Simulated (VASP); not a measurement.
An input for Quantum ESPRESSO's pw.x (written as the equivalent of a VASP run, and not itself run):

```
&CONTROL
  calculation = 'scf'
  pseudo_dir = './pseudo'
  outdir = './out'
  tprnfor = .true.
  tstress = .true.
/
&SYSTEM
  ibrav = 0
  nat = 4
  ntyp = 2
  ecutwfc = 70
  occupations = 'smearing'
  smearing = 'gaussian'
  degauss = 0.01999
  input_dft = 'pz'
/
&ELECTRONS
  conv_thr = 7.3e-08
  electron_maxstep = 100
/
ATOMIC_SPECIES
  Zr 91.224 Zr.upf
  Si 28.085 Si.upf
CELL_PARAMETERS angstrom
     1.8851240   -4.9721080    0.0000000
     1.8851240    4.9721080    0.0000000
     0.0000000    0.0000000    3.7557130
ATOMIC_POSITIONS crystal
  Zr   0.6451500  0.3548500  0.2500000
  Zr   0.3548500  0.6451500  0.7500000
  Si   0.9218500  0.0781500  0.2500000
  Si   0.0781500  0.9218500  0.7500000
K_POINTS automatic
  8 8 7 0 0 0
```

### Question
Write the VASP files for the same calculation (LDA).

### Answer
One answer among several that fit: 
POSCAR:
```
ZrSi
1
    1.8851240000    -4.9721080000     0.0000000000
    1.8851240000     4.9721080000     0.0000000000
    0.0000000000     0.0000000000     3.7557130000
Zr Si
2 2
Direct
  0.6451500000   0.3548500000   0.2500000000
  0.3548500000   0.6451500000   0.7500000000
  0.9218500000   0.0781500000   0.2500000000
  0.0781500000   0.9218500000   0.7500000000
```

INCAR:
```
# general
SYSTEM =ZrSi
PREC   =Accurate
ENCUT  =300
LREAL  =.False.
LASPH  =.True.   # aspherical one-centre terms

# electronic loop
EDIFF  =1E-6
NELM   =100   # most electronic steps
ALGO   =Normal   # blocked Davidson
LMAXMIX=4

# smearing
ISMEAR =0
SIGMA  =0.272   # width (eV)

# ions
ISIF   =2

# output
LWAVE  =.False.
LCHARG =.False.
```

KPOINTS:
```
kpoints
0
gamma
8 8 7
```

POTCAR, in this order: Zr_sv Si (LDA.64 set). Program: vasp_std.

What does not carry over: the potentials are each code's own (VASP's PAW set, PseudoDojo norm-conserving files in pw.x), so ENCUT and ecutwfc are chosen apart and not converted; conv_thr bounds pw.x's estimated SCF error, while EDIFF bounds the energy change between steps.

The structure comes from a computed database's ZrSi entry (Cmcm); how it stands against other phases isn't given here. The cell was not relaxed at this level. The run is one of a series of settings (GGA removed, POTCAR Zr_sv Si (LDA.64 set) against the base run), some of them coarse on purpose.
